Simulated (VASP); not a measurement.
# Sr2H6Os (Fm-3m) in VASP: single point with LDA

Aim: the single point of Sr2H6Os with LDA.

Program: VASP 6.6.1. These are calculated values, not measurements. Logs are shortened: lines on timing, memory, paths and dates and some standing lists are left out, and cuts for length are marked.

## (1) The structure

Symmetry: Fm-3m, No. 225, cubic system. The conventional cell has a = 7.625 Å, b = 7.625 Å, c = 7.625 Å, α = 90.00°, β = 90.00°, γ = 90.00°. Around Sr (site symmetry -43m) lie 12 H at 2.70 Å. H (site symmetry 4mm) is surrounded by 1 Os at 1.72 Å. Os (site symmetry m-3m) is surrounded by 6 H at 1.72 Å.

The cell comes from a database or a generator and needn't be the stable form of this composition.

## (2) Single point, LDA

File INCAR:

```
  PREC = Accurate
  ENCUT = 520
  EDIFF = 1E-6
  ISMEAR = 1
  SIGMA = 0.1
  LREAL = F
  LASPH = T
  NELM = 80
  ALGO = Fast
  ISIF = 2
  LWAVE = F
  LCHARG = T
  LELF = T
  LVHAR = T
  NBANDS = 27
```

File KPOINTS:

```
regular mesh
0
Gamma
  5 5 5
```

File POSCAR:

```
Sr2H6Os
1.0
    0.0000000000      3.8122800000      3.8122800000
    3.8122800000      0.0000000000      3.8122800000
    3.8122800000      3.8122800000      0.0000000000
Sr H Os
2 6 1
Direct
    0.7500000000      0.7500000000      0.7500000000
    0.2500000000      0.2500000000      0.2500000000
    0.7738500000      0.7738500000      0.2261500000
    0.2261500000      0.7738500000      0.2261500000
    0.7738500000      0.2261500000      0.2261500000
    0.2261500000      0.2261500000      0.7738500000
    0.7738500000      0.2261500000      0.7738500000
    0.2261500000      0.7738500000      0.7738500000
    0.0000000000      0.0000000000      0.0000000000
```

Potentials or basis: VASP PAW LDA potentials, release 64 (Sr_sv, H, Os).

Command:

```bash
$ cat potpaw_LDA.64/Sr_sv/POTCAR potpaw_LDA.64/H/POTCAR potpaw_LDA.64/Os/POTCAR > POTCAR
$ mpirun -np 1 vasp_std > vasp.out
```

OUTCAR:

```text
PREC = Accurate
   ENCUT = 520
   EDIFF = 1E-6
   ISMEAR = 1
   LREAL = F
   LASPH = T
   NELM = 80
   ISIF = 2

 ion  position               nearest neighbor table
   1  0.750  0.750  0.750-   3 2.70   7 2.70   8 2.70   3 2.70   4 2.70   5 2.70   5 2.70   6 2.70
                             7 2.70   4 2.70   6 2.70   8 2.70   9 3.30   9 3.30   9 3.30   9 3.30
   2  0.250  0.250  0.250-   3 2.70   5 2.70   7 2.70   3 2.70   4 2.70   8 2.70   6 2.70   7 2.70
                             8 2.70   4 2.70   5 2.70   6 2.70   9 3.30   9 3.30   9 3.30   9 3.30
   3  0.774  0.774  0.226-   9 1.72   1 2.70   1 2.70   2 2.70   2 2.70
   4  0.226  0.774  0.226-   9 1.72   1 2.70   2 2.70   1 2.70   2 2.70
   5  0.774  0.226  0.226-   9 1.72   1 2.70   2 2.70   1 2.70   2 2.70
   6  0.226  0.226  0.774-   9 1.72   1 2.70   2 2.70   1 2.70   2 2.70
   7  0.774  0.226  0.774-   9 1.72   1 2.70   1 2.70   2 2.70   2 2.70
   8  0.226  0.774  0.774-   9 1.72   1 2.70   1 2.70   2 2.70   2 2.70
   9  0.000  0.000  0.000-   3 1.72   4 1.72   5 1.72   6 1.72   7 1.72   8 1.72   1 3.30   2 3.30
                             1 3.30   1 3.30   1 3.30   2 3.30   2 3.30   2 3.30

  LATTYP: Found a face centered cubic cell.
 ALAT       =     7.6245600000

  Lattice vectors:

 A1 = (   0.0000000000,   3.8122800000,   3.8122800000)
 A2 = (   3.8122800000,   0.0000000000,   3.8122800000)
 A3 = (   3.8122800000,   3.8122800000,   0.0000000000)

Analysis of symmetry for initial positions (statically):
=====================================================================
 Subroutine PRICEL returns:
 Original cell was already a primitive cell.

 Routine SETGRP: Setting up the symmetry group for a
 face centered cubic supercell.

 Subroutine GETGRP returns: Found 48 space group operations
 (whereof 48 operations were pure point group operations)
 out of a pool of 48 trial point group operations.

The static configuration has the point symmetry O_h .

Analysis of symmetry for dynamics (positions and initial velocities):
=====================================================================
 Subroutine PRICEL returns:
 Original cell was already a primitive cell.

 Routine SETGRP: Setting up the symmetry group for a
 face centered cubic supercell.

 Subroutine GETGRP returns: Found 48 space group operations
 (whereof 48 operations were pure point group operations)
 out of a pool of 48 trial point group operations.

The dynamic configuration has the point symmetry O_h .

 Subroutine INISYM returns: Found 48 space group operations
 (whereof 48 operations are pure point group operations),
 and found     1 'primitive' translations

----------------------------------------------------------------------------------------

                                     Primitive cell

  volume of cell :     110.8114

  direct lattice vectors                    reciprocal lattice vectors
     0.000000000  3.812280000  3.812280000    -0.131155109  0.131155109  0.131155109
     3.812280000  0.000000000  3.812280000     0.131155109 -0.131155109  0.131155109
     3.812280000  3.812280000  0.000000000     0.131155109  0.131155109 -0.131155109

  length of vectors
     5.391378080  5.391378080  5.391378080     0.227167313  0.227167313  0.227167313

  position of ions in fractional coordinates (direct lattice)
     0.750000000  0.750000000  0.750000000
     0.250000000  0.250000000  0.250000000
     0.773850000  0.773850000  0.226150000
     0.226150000  0.773850000  0.226150000
     0.773850000  0.226150000  0.226150000
     0.226150000  0.226150000  0.773850000
     0.773850000  0.226150000  0.773850000
     0.226150000  0.773850000  0.773850000
     0.000000000  0.000000000  0.000000000

  ion indices of the primitive-cell ions
   primitive index   ion index
                 1           1
                 2           2
                 3           3
                 4           4
                 5           5
                 6           6
                 7           7
                 8           8
                 9           9

----------------------------------------------------------------------------------------

 KPOINTS: regular mesh

Automatic generation of k-mesh.
 Grid dimensions read from file:
 generate k-points for:    5    5    5

 Generating k-lattice:

  Cartesian coordinates                     Fractional coordinates (reciprocal lattice)
    -0.026231022  0.026231022  0.026231022     0.200000000  0.000000000  0.000000000
     0.026231022 -0.026231022  0.026231022     0.000000000  0.200000000  0.000000000
     0.026231022  0.026231022 -0.026231022     0.000000000  0.000000000  0.200000000

  Length of vectors
     0.045433463  0.045433463  0.045433463

  Shift w.r.t. Gamma in fractional coordinates (k-lattice)
     0.000000000  0.000000000  0.000000000

 Subroutine IBZKPT returns following result:
 ===========================================

 Found     10 irreducible k-points:

 Following reciprocal coordinates:
            Coordinates               Weight
  0.000000  0.000000  0.000000      1.000000
  0.200000  0.000000  0.000000      8.000000
  0.400000  0.000000  0.000000      8.000000
  0.200000  0.200000  0.000000      6.000000
  0.400000  0.200000  0.000000     24.000000
 -0.400000  0.200000  0.000000     24.000000
 -0.200000  0.200000  0.000000     12.000000
  0.400000  0.400000  0.000000      6.000000
 -0.400000  0.400000  0.000000     12.000000
 -0.400000  0.400000  0.200000     24.000000
   k-points           NKPTS =     10   k-points in BZ     NKDIM =     10   number of bands    NBANDS=     27
   number of dos      NEDOS =    301   number of ions     NIONS =      9
   total plane-waves  NPLWV =  64000
   dimension x,y,z NGX =    40 NGY =   40 NGZ =   40
   dimension x,y,z NGXF=    80 NGYF=   80 NGZF=   80
   ions per type =               2   6   1
   NGX,Y,Z   is equivalent  to a cutoff of  12.33, 12.33, 12.33 a.u.
   NGXF,Y,Z  is equivalent  to a cutoff of  24.67, 24.67, 24.67 a.u.
 SYSTEM =  unknown system
   PREC   = accura    normal or accurate (medium, high low for compatibility)
   ISTART =      0    job   : 0-new  1-cont  2-samecut
   ICHARG =      2    charge: 1-file 2-atom 10-const
   ISPIN  =      1    spin polarized calculation?
   LNONCOLLINEAR =      F non collinear calculations
   LSORBIT =      F    spin-orbit coupling
   LASPH  =      T    aspherical Exc in radial PAW
   ENCUT  =  520.0 eV  38.22 Ry    6.18 a.u.  10.02 10.02 10.02*2*pi/ulx,y,z
   NELM   =     80;   NELMIN=  2; NELMDL= -5     # of ELM steps
   EDIFF  = 0.1E-05   stopping-criterion for ELM
   LREAL  =      F    real-space projection
   EDIFFG = 0.1E-04   stopping-criterion for IOM
   NSW    =      0    number of steps for IOM
   IBRION =     -1    ionic relax: 0-MD 1-quasi-New 2-CG
   NFREE  =      0    steps in history (QN), initial steepest desc. (CG)
   ISIF   =      2    stress and relaxation
   ISYM   =      2    0-nonsym 1-usesym 2-fastsym
   POTIM  = 0.5000    time-step for ionic-motion
   TEBEG  =    0.0;   TEEND  =   0.0 temperature during run
   PSTRESS=    0.0 pullay stress
   NELECT =      34.0000    total number of electrons
   NUPDOWN=      -1.0000    fix difference up-down
   EMIN   =  10.00;   EMAX   =-10.00  energy-range for DOS
   EFERMI =   0.00;   METHOD = LEGACY
   ISMEAR =     1;   SIGMA  =   0.10  broadening in eV -4-tet -1-fermi 0-gaus
   EFERMI_NEDOS =   21; number of points for ismear=-14 and -15
   IALGO  =     68    algorithm
   IMIX   =      4    mixing-type and parameters
     AMIX     =   0.40;   BMIX     =  1.00
     AMIX_MAG =   1.60;   BMIX_MAG =  1.00
  volume/ion in A,a.u.               =      12.31        83.09
  Fermi-wavevector in a.u.,A,eV,Ry     =   1.104180  2.086597 16.588391  1.219212
  Thomas-Fermi vector in A             =   2.240649
   LORBIT       =      0    0 simple, 1 ext, 2 COOP (PROOUT), +10 PAW based schemes
   GGA     = CA    functional components
   LHFCALC =     F    Hartree Fock is set to
   AEXX    =    0.0000 exact exchange contribution
   IVDW    =     0    specifies the selected vdW correction
   LEPSILON=     F    determine dielectric tensor
   LRPA    =     F    only Hartree local field effects (RPA)
 non-spin polarized calculation
 RMM-DIIS sequential band-by-band and
 Methfessel and Paxton  Order N= 1 SIGMA  =   0.10
  energy-cutoff  :      520.00
  volume of cell :      110.81
 maximum number of plane-waves:      3002
   NGX = 21   NGY = 21   NGZ = 21

 number of electron      33.9999998 magnetization

 Free energy of the ion-electron system (eV)
  ---------------------------------------------------
  ext. energy  EPLUGINS =         0.00000000
  ---------------------------------------------------
  free energy    TOTEN  =       -43.09392030 eV

  energy without entropy =      -43.10743453  energy(sigma->0) =      -43.09842504

 E-fermi :   1.1604     XC(G=0):  -9.6690

 val. band max:        1.1329836359   @ k =   0.0000   0.0000   0.0000
 cond. band min:       3.5730627147   @ k =   0.4000   0.4000   0.0000
 fundamental gap:      2.4400790788
 Fermi energy:         1.1603543359

 k-point     1 :       0.0000    0.0000    0.0000
  band No.  band energies     occupation
      1     -32.4917      2.00000
      2     -32.4215      2.00000
      3     -14.7663      2.00000
      4     -14.7663      2.00000
      5     -14.7663      2.00000
      6     -14.4945      2.00000
[... 19 lines left out ...]
     26       8.7536      0.00000
     27      10.0820      0.00000

 k-point     2 :       0.2000    0.0000    0.0000
  band No.  band energies     occupation
      1     -32.4846      2.00000
      2     -32.4280      2.00000
      3     -14.7514      2.00000
      4     -14.7437      2.00000
      5     -14.7437      2.00000
      6     -14.5446      2.00000
[... 232 lines left out ...]
 k-point    10 :      -0.4000    0.4000    0.2000
  band No.  band energies     occupation
      1     -32.4611      2.00000
      2     -32.4497      2.00000
      3     -14.8667      2.00000
      4     -14.8412      2.00000
      5     -14.6988      2.00000
      6     -14.5977      2.00000
[... 19 lines left out ...]
     26       8.2628      0.00000
     27       8.5737      0.00000

------------------------ aborting loop because EDIFF is reached ----------------------------------------

  FORCE on cell =-STRESS in cart. coord.  units (eV):
  Direction    XX          YY          ZZ          XY          YZ          ZX
  --------------------------------------------------------------------------------------
  -------------------------------------------------------------------------------------
  Total       -2.0481923     -2.0481923     -2.0481923     -0.0000000      0.0000000     -0.0000000
  in kB      -29.6139910    -29.6139910    -29.6139910     -0.0000000      0.0000000     -0.0000000
  external PRESSURE =     -29.6139910 kB  Pullay stress =       0.0000000 kB

 VOLUME and BASIS-vectors are now :
 -----------------------------------------------------------------------------
  energy-cutoff  :      520.00
  volume of cell :      110.81
      direct lattice vectors                 reciprocal lattice vectors
     0.000000000  3.812280000  3.812280000    -0.131155109  0.131155109  0.131155109
     3.812280000  0.000000000  3.812280000     0.131155109 -0.131155109  0.131155109
     3.812280000  3.812280000  0.000000000     0.131155109  0.131155109 -0.131155109

 POSITION                                       TOTAL-FORCE (eV/Angst)
 -----------------------------------------------------------------------------------
      5.71842      5.71842      5.71842         0.000000      0.000000     -0.000000
      1.90614      1.90614      1.90614        -0.000000     -0.000000     -0.000000
      3.81228      3.81228      5.90027         0.000000      0.000000     -0.027307
      3.81228      1.72429      3.81228         0.000000      0.027307     -0.000000
      1.72429      3.81228      3.81228         0.027307      0.000000     -0.000000
      3.81228      3.81228      1.72429         0.000000      0.000000      0.027307
      3.81228      5.90027      3.81228         0.000000     -0.027307     -0.000000
      5.90027      3.81228      3.81228        -0.027307      0.000000     -0.000000
      0.00000      0.00000      0.00000         0.000000      0.000000     -0.000000
 -----------------------------------------------------------------------------------
    total drift:                               -0.000000     -0.000000      0.000000

  FREE ENERGIE OF THE ION-ELECTRON SYSTEM (eV)
  ---------------------------------------------------
  free  energy   TOTEN  =       -43.0939202967 eV

  energy  without entropy=      -43.1074345277  energy(sigma->0) =      -43.09842504
```

Wall time 80 s (1 thread of Intel Xeon Platinum 8375C at 2.90GHz (Ice Lake), shared host); peak memory 0.2 GiB.

Results:

| Quantity | Value |
| --- | --- |
| Free energy | -43.0939 eV |
| Pressure | -3.0 GPa |
| Largest force | 0.027 eV/Å |
| Band gap on the k mesh | 2.44 eV, indirect (least direct gap 2.50 eV) |

Forces in eV/Å, atoms in the order of the input:
```
Sr   0.000  0.000  0.000
Sr   0.000  0.000  0.000
H    0.000  0.000 -0.027
H    0.000  0.027  0.000
H    0.027  0.000  0.000
H    0.000  0.000  0.027
H    0.000 -0.027  0.000
H   -0.027  0.000  0.000
Os   0.000  0.000  0.000
```

Caveat: spin-orbit coupling is left out, which moves the levels of the heavy elements; an odd mesh through Γ misses points on the zone boundary, where band edges often lie.
